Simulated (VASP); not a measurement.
These are PBEsol GGA, VASP's PBE PAW potentials (set 64) (plane waves; VASP 6.6.1) values and carry that method's errors.

VASP input:

**INCAR**
```
! general
SYSTEM =Pt
PREC   =Accurate
ENCUT  =520
LREAL  =.FALSE.
LASPH  =.TRUE.

! electronic loop
EDIFF  =1E-6
NELM   =100
ALGO   =Normal
LMAXMIX=6

! smearing
ISMEAR =1
SIGMA  =0.1

! functional
GGA    =PS

! ions
IBRION =2
NSW    =60
ISIF   =3
EDIFFG =-0.01

! output
LWAVE  =.FALSE.
LCHARG =.FALSE.
```

POSCAR:
```
Pt
1.0
  0.0000000000   1.9600000000   1.9600000000
  1.9600000000   0.0000000000   1.9600000000
  1.9600000000   1.9600000000   0.0000000000
Pt
1
direct
  0.0000000000   0.0000000000   0.0000000000
```

### KPOINTS
```
K-points
0
gamma
  14 14 14
0 0 0
```

POTCAR, in this order: Pt (PBE.64 set). Program: vasp_std.

The run wrote:

### OUTCAR
```
 ion  position               nearest neighbor table
   1  0.000  0.000  0.000-
  LATTYP: Found a face centered cubic cell.
 ALAT       =     3.9200000000
 Subroutine PRICEL returns:
 Original cell was already a primitive cell.
 Subroutine GETGRP returns: Found 48 space group operations
The static configuration has the point symmetry O_h .
The dynamic configuration has the point symmetry O_h .
 Subroutine INISYM returns: Found 48 space group operations
 Subroutine IBZKPT returns following result:
 Found    104 irreducible k-points:

 Following reciprocal coordinates:
            Coordinates               Weight
  0.000000  0.000000  0.000000      1.000000
  0.071429  0.000000  0.000000      8.000000
  0.142857  0.000000  0.000000      8.000000
  0.214286  0.000000  0.000000      8.000000
  0.285714  0.000000  0.000000      8.000000
  0.357143  0.000000  0.000000      8.000000
  0.428571  0.000000  0.000000      8.000000
  0.500000  0.000000  0.000000      4.000000
  0.071429  0.071429  0.000000      6.000000
  0.142857  0.071429  0.000000     24.000000
  0.214286  0.071429  0.000000     24.000000
  0.285714  0.071429  0.000000     24.000000
  0.357143  0.071429  0.000000     24.000000
  0.428571  0.071429  0.000000     24.000000
  0.500000  0.071429  0.000000     24.000000
 -0.428571  0.071429  0.000000     24.000000
 -0.357143  0.071429  0.000000     24.000000
 -0.285714  0.071429  0.000000     24.000000
 -0.214286  0.071429  0.000000     24.000000
 -0.142857  0.071429  0.000000     24.000000
 -0.071429  0.071429  0.000000     12.000000
  0.142857  0.142857  0.000000      6.000000
  0.214286  0.142857  0.000000     24.000000
  0.285714  0.142857  0.000000     24.000000
  0.357143  0.142857  0.000000     24.000000
...
```

### OSZICAR
```
       N       E                     dE             d eps       ncg     rms          rms(c)
DAV:   1     0.360338076729E+02    0.36034E+02   -0.55144E+03  1984   0.103E+03
DAV:   2    -0.698932897870E+01   -0.43023E+02   -0.40700E+02  1966   0.187E+02
DAV:   3    -0.742315644736E+01   -0.43383E+00   -0.42301E+00  2209   0.188E+01
DAV:   4    -0.742459077435E+01   -0.14343E-02   -0.14341E-02  2138   0.115E+00
DAV:   5    -0.742459948784E+01   -0.87135E-05   -0.87113E-05  2131   0.817E-02    0.134E+01
DAV:   6    -0.702153028827E+01    0.40307E+00   -0.10521E+00  1914   0.931E+00    0.681E+00
DAV:   7    -0.697554359325E+01    0.45987E-01   -0.17656E-01  2010   0.365E+00    0.255E+00
DAV:   8    -0.697127080941E+01    0.42728E-02   -0.52095E-03  2028   0.761E-01    0.544E-01
DAV:   9    -0.697109697424E+01    0.17384E-03   -0.67512E-05  1982   0.913E-02    0.141E-02
DAV:  10    -0.697110119799E+01   -0.42238E-05   -0.17731E-06  2070   0.104E-02    0.166E-03
DAV:  11    -0.697110137119E+01   -0.17320E-06   -0.61525E-08  1005   0.258E-03
   1 F= -.69711014E+01 E0= -.69712350E+01  d E =-.697110E+01
       N       E                     dE             d eps       ncg     rms          rms(c)
DAV:   1    -0.698741330276E+01   -0.16312E-01   -0.42406E-01  1906   0.700E+00    0.988E-01
DAV:   2    -0.697069608922E+01    0.16717E-01   -0.48456E-02  1881   0.197E+00    0.365E-01
DAV:   3    -0.696960446177E+01    0.10916E-02   -0.55154E-03  1942   0.623E-01    0.181E-01
DAV:   4    -0.696966491687E+01   -0.60455E-04   -0.21375E-04  2115   0.114E-01    0.147E-02
DAV:   5    -0.696966284602E+01    0.20709E-05   -0.35169E-06  1947   0.198E-02    0.349E-03
DAV:   6    -0.696966354803E+01   -0.70201E-06   -0.19218E-07  1119   0.340E-03
   2 F= -.69696635E+01 E0= -.69697920E+01  d E =0.143782E-02
       N       E                     dE             d eps       ncg     rms          rms(c)
DAV:   1    -0.698116143736E+01   -0.11499E-01   -0.23544E-01  1906   0.522E+00    0.700E-01
DAV:   2    -0.697184857974E+01    0.93129E-02   -0.27686E-02  1880   0.148E+00    0.292E-01
DAV:   3    -0.697126622801E+01    0.58235E-03   -0.29101E-03  1946   0.450E-01    0.151E-01
DAV:   4    -0.697128899842E+01   -0.22770E-04   -0.95708E-05  2114   0.755E-02    0.936E-03
DAV:   5    -0.697128996798E+01   -0.96955E-06   -0.14364E-06  2088   0.935E-03
   3 F= -.69712900E+01 E0= -.69714224E+01  d E =-.188597E-03
```

### OUTCAR
```
------------------------ aborting loop because EDIFF is reached ----------------------------------------
  FORCE on cell =-STRESS in cart. coord.  units (eV):
  Direction    XX          YY          ZZ          XY          YZ          ZX
  --------------------------------------------------------------------------------------
  Total        0.0037241      0.0037241      0.0037241      0.0000000      0.0000000      0.0000000
  in kB        0.3976988      0.3976988      0.3976988      0.0000000      0.0000000      0.0000000
  external PRESSURE =       0.3976988 kB  Pullay stress =       0.0000000 kB
  volume of cell :       15.00
      direct lattice vectors                 reciprocal lattice vectors
    -0.000000000  1.957566194  1.957566194    -0.255419204  0.255419204  0.255419204
     1.957566194  0.000000000  1.957566194     0.255419204 -0.255419204  0.255419204
     1.957566194  1.957566194  0.000000000     0.255419204  0.255419204 -0.255419204
 POSITION                                       TOTAL-FORCE (eV/Angst)
 -----------------------------------------------------------------------------------
      0.00000      0.00000      0.00000        -0.000000      0.000000     -0.000000
 -----------------------------------------------------------------------------------
    total drift:                               -0.000000     -0.000000     -0.000000
  FREE ENERGIE OF THE ION-ELECTRON SYSTEM (eV)
  ---------------------------------------------------
  free  energy   TOTEN  =        -6.9712899680 eV

  energy  without entropy=       -6.9716872552  energy(sigma->0) =       -6.97142240

 reached required accuracy - stopping structural energy minimisation
```
(Selected blocks of OUTCAR.)

File CONTCAR:
```
Pt
   1.00000000000000
    -0.0000000000000000    1.9575661943053713    1.9575661943053713
     1.9575661943053713    0.0000000000000000    1.9575661943053713
     1.9575661943053713    1.9575661943053713    0.0000000000000000
  Pt
     1
Direct
     0.0000000000000000    0.0000000000000000    0.0000000000000000
```

File OUTCAR:
```
 val. band max:       11.1701689861   @ k =   0.5000   0.3571   0.0714

 cond. band min:      11.2012656383   @ k =   0.4286   0.1429   0.0000


 Fermi energy:        11.1810193860

 k-point     1 :       0.0000    0.0000    0.0000
  band No.  band energies     occupation
      1       0.8416      2.00000
      2       7.3575      2.00000
      3       7.3575      2.00000
      4       7.3575      2.00000
      5       9.5576      2.00000
      6       9.5576      2.00000
      7      25.8041      0.00000
      8      30.7945      0.00000
      9      30.7945      0.00000

 k-point     2 :       0.0714    0.0000    0.0000
  band No.  band energies     occupation
      1       1.0476      2.00000
      2       7.2652      2.00000
      3       7.4391      2.00000
      4       7.4391      2.00000
      5       9.5120      2.00000
      6       9.5120      2.00000
      7      26.1252      0.00000
      8      29.7562      0.00000
      9      31.1126      0.00000

 k-point     3 :       0.1429    0.0000    0.0000
  band No.  band energies     occupation
      1       1.6332      2.00000
      2       7.0548      2.00000
      3       7.6293      2.00000
      4       7.6293      2.00000
      5       9.4440      2.00000
      6       9.4440      2.00000
      7      26.9312      0.00000
      8      27.8069      0.00000
      9      32.0175      0.00000

 k-point     4 :       0.2143    0.0000    0.0000
  band No.  band energies     occupation
      1       2.4729      2.00000
      2       6.9235      2.00000
      3       7.7539      2.00000
      4       7.7539      2.00000
      5       9.5534      2.00000
      6       9.5534      2.00000
      7      25.6456      0.00000
      8      27.6127      0.00000
      9      33.3187      0.00000

 k-point     5 :       0.2857    0.0000    0.0000
  band No.  band energies     occupation
      1       3.2681      2.00000
      2       7.2216      2.00000
      3       7.6778      2.00000
...
```

Unless said otherwise, spin-orbit coupling is left out, though it shifts the bands of the heavy elements here.

The compound is Pt in the fcc structure. This run relaxes it. Symmetry was kept, so distortions that lower it aren't found.
